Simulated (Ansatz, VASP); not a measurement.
One calculation of NaMg2Si2, two programs

```
Na Mg Si
1.0
     5.33060    0.00000    0.00000
    -2.66530    4.61644    0.00000
     0.00000    0.00000    5.20592
Na Mg Si
1 2 2
Direct
  0.00000 0.00000 0.50000
  0.33333 0.66667 0.50000
  0.66667 0.33333 0.50000
  0.33333 0.66667 0.00000
  0.66667 0.33333 0.00000
```

Alike in both runs: functional PBE; k mesh 12 × 12 × 8; occupations gaussian, width 0.1 eV; no spin polarisation.

Ansatz relaxed the structure, and its values are those at the end. VASP's run is a single point on that final structure, the one shown.

```csv
,VASP,Ansatz
version,VASP 6.6.1,Ansatz 0.2.0
potentials or method,"VASP PAW PBE potentials, release 64 (Na_pv, Mg, Si)","scalar-relativistic, plane waves, PAW"
plane-wave cutoff (eV),520,420
valence electrons in the cell,19,37
```

|  | VASP | Ansatz | Ansatz less VASP |
| --- | --- | --- | --- |
| gap on the k mesh at the Fermi level (eV) | none | none | - |
| pressure (GPa) | 0.0 | 0.0 | +0.02 |

A gap of «none» marks a metal or a gap that the smearing closes. The two sets of potentials don't hold the same shells in valence.
